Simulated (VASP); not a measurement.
```
AlCr2C
1.0
    1.40615    -2.43552     0.00000
    1.40615     2.43552     0.00000
    0.00000     0.00000    12.58708
Al Cr C
2 4 2
Cartesian
  1.40615   0.81184   9.44031
  1.40615  -0.81184   3.14677
  1.40615   0.81184   1.06579
  1.40615  -0.81184   7.35933
  1.40615  -0.81184  11.52129
  1.40615   0.81184   5.22775
  0.00000   0.00000   0.00000
  0.00000   0.00000   6.29354
```

The numbers are results of PBEsol GGA, VASP's PBE PAW potentials (set 64) (plane waves; VASP), not measurements. Run with 520 eV cut-off, Gaussian smearing of 0.050 eV, potentials Al Cr_pv C.

Q: Give the energies of bands 23 to 36 at the high-symmetry points, in eV from the Fermi level.

A: 
| band | Γ | M | K | A | L | H |
|---|---|---|---|---|---|---|
| 23 | -3.25 | -3.83 | -3.19 | -2.88 | -3.61 | -2.98 |
| 24 | -2.53 | -3.29 | -2.49 | -2.88 | -3.61 | -2.98 |
| 25 | -1.48 | -3.24 | -2.28 | -1.34 | -3.17 | -2.44 |
| 26 | -1.24 | -3.17 | -2.28 | -1.34 | -3.17 | -2.44 |
| 27 | -1.11 | -2.04 | -2.24 | -1.10 | -2.02 | -2.09 |
| 28 | -1.11 | -2.00 | -2.24 | -1.10 | -2.02 | -2.09 |
| 29 | -1.09 | 0.13 | -1.96 | -1.10 | 0.29 | -1.34 |
| 30 | -1.09 | 0.32 | -0.84 | -1.10 | 0.29 | -1.34 |
| 31 | -0.21 | 0.43 | 0.38 | -0.20 | 0.37 | 0.31 |
| 32 | -0.21 | 0.43 | 0.38 | -0.20 | 0.37 | 0.31 |
| 33 | -0.18 | 0.85 | 0.74 | -0.20 | 0.86 | 0.83 |
| 34 | -0.18 | 0.87 | 0.74 | -0.20 | 0.86 | 0.83 |
| 35 | 0.61 | 1.25 | 0.99 | 0.63 | 1.26 | 1.39 |
| 36 | 0.61 | 1.27 | 1.53 | 0.63 | 1.26 | 1.39 |

It has no gap at this level: it comes out as a metal or semimetal.

The compound is AlCr2C in the sg194 structure. It was relaxed first, which changed the volume by -5 %. The run is not spin-polarised, so no magnetic state was tried.
